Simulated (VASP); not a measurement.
All values below come from PBEsol GGA, VASP's PBE PAW potentials (set 64) (plane waves; VASP).

Input for VASP

**KPOINTS**
```
k-points along high-symmetry lines
15
Line-mode
Reciprocal
  0.000000   0.000000   0.000000 ! GAMMA
  0.000000   0.500000   0.000000 ! X

  0.000000   0.500000   0.000000 ! X
  0.500000   0.500000   0.000000 ! M

  0.500000   0.500000   0.000000 ! M
  0.000000   0.000000   0.000000 ! GAMMA

  0.000000   0.000000   0.000000 ! GAMMA
  0.500000   0.500000   0.500000 ! R

  0.500000   0.500000   0.500000 ! R
  0.000000   0.500000   0.000000 ! X

  0.500000   0.500000   0.500000 ! R
  0.500000   0.500000   0.000000 ! M
```

POSCAR:
```
SrVO3
1.0
  3.8155536819   0.0000000000   0.0000000000
  0.0000000000   3.8155536819   0.0000000000
  0.0000000000   0.0000000000   3.8155536819
Sr V O
1 1 3
Cart
  0.0000000000   0.0000000000   0.0000000000
  1.9077768409   1.9077768409   1.9077768409
  1.9077768409   0.0000000000   1.9077768409
  0.0000000000   1.9077768409   1.9077768409
  1.9077768409   1.9077768409   0.0000000000
```

**INCAR**
```
SYSTEM=SrVO3
PREC=Accurate; ENCUT=520; LREAL=.FALSE.
LASPH=.TRUE.; ICHARG=11
EDIFF=1E-7; NELM=100; ALGO=Normal
LMAXMIX=4
ISMEAR=0; SIGMA=0.05
GGA=PS
LWAVE=.FALSE.; LCHARG=.FALSE.; LORBIT=11
```

POTCAR, in this order: Sr_sv V_sv O (PBE.64 set). Program: vasp_std. Read from the step before: CHGCAR.

What VASP printed:

### OSZICAR
```
       N       E                     dE             d eps       ncg     rms          rms(c)
DAV:   1     0.412607607498E+03    0.41261E+03   -0.24651E+04  4320   0.180E+03
DAV:   2    -0.111911982815E+02   -0.42380E+03   -0.41911E+03  5072   0.483E+02
DAV:   3    -0.395224668137E+02   -0.28331E+02   -0.27301E+02  5256   0.120E+02
DAV:   4    -0.403598243174E+02   -0.83736E+00   -0.83717E+00  6528   0.190E+01
DAV:   5    -0.403751454728E+02   -0.15321E-01   -0.15320E-01  5312   0.197E+00
DAV:   6    -0.403756531387E+02   -0.50767E-03   -0.50767E-03  5936   0.254E-01
DAV:   7    -0.403756587024E+02   -0.55637E-05   -0.55633E-05  5624   0.279E-02
DAV:   8    -0.403756587813E+02   -0.78814E-07   -0.78716E-07  4536   0.327E-03
   1 F= -.40375659E+02 E0= -.40374731E+02  d E =-.185459E-02
```

**OUTCAR**
```
 val. band max:        5.6617648922   @ k =   0.0714   0.0714   0.0714

 cond. band min:       5.6878503635   @ k =   0.0000   0.1071   0.0000



 k-point     1 :       0.0000    0.0000    0.0000
  band No.  band energies     occupation
      1     -59.2047      2.00000
      2     -33.1699      2.00000
      3     -33.1699      2.00000
      4     -33.1699      2.00000
      5     -28.0257      2.00000
      6     -13.4563      2.00000
      7     -12.2220      2.00000
      8     -12.2220      2.00000
      9     -10.0725      2.00000
     10     -10.0725      2.00000
     11     -10.0725      2.00000
     12       1.0812      2.00000
     13       1.0812      2.00000
     14       1.0812      2.00000
     15       3.0282      2.00000
     16       3.0282      2.00000
     17       3.0282      2.00000
     18       3.9210      2.00000
     19       3.9210      2.00000
     20       3.9210      2.00000
     21       5.3637      2.00000
     22       5.3637      2.00000
     23       5.3637      2.00000
     24       7.7331      0.00000

 k-point     2 :       0.0000    0.0357    0.0000
  band No.  band energies     occupation
      1     -59.2046      2.00000
      2     -33.1704      2.00000
      3     -33.1699      2.00000
      4     -33.1699      2.00000
      5     -28.0252      2.00000
      6     -13.4562      2.00000
      7     -12.2251      2.00000
      8     -12.2212      2.00000
      9     -10.0716      2.00000
     10     -10.0716      2.00000
     11     -10.0619      2.00000
     12       1.0614      2.00000
     13       1.0801      2.00000
     14       1.0801      2.00000
     15       3.0045      2.00000
     16       3.0045      2.00000
     17       3.0141      2.00000
     18       3.8712      2.00000
     19       3.9053      2.00000
     20       3.9053      2.00000
     21       5.3653      2.00000
     22       5.4052      2.00000
     23       5.4052      2.00000
     24       7.7337      0.00000

...
```

The density is held fixed in this step, so its total energy and stress have no physical meaning.

The compound is SrVO3 in the cubic perovskite structure. It was relaxed first. The run is not spin-polarised, so no magnetic state was tried. The electron count is odd and the run is not spin-polarised, which forces a metal.
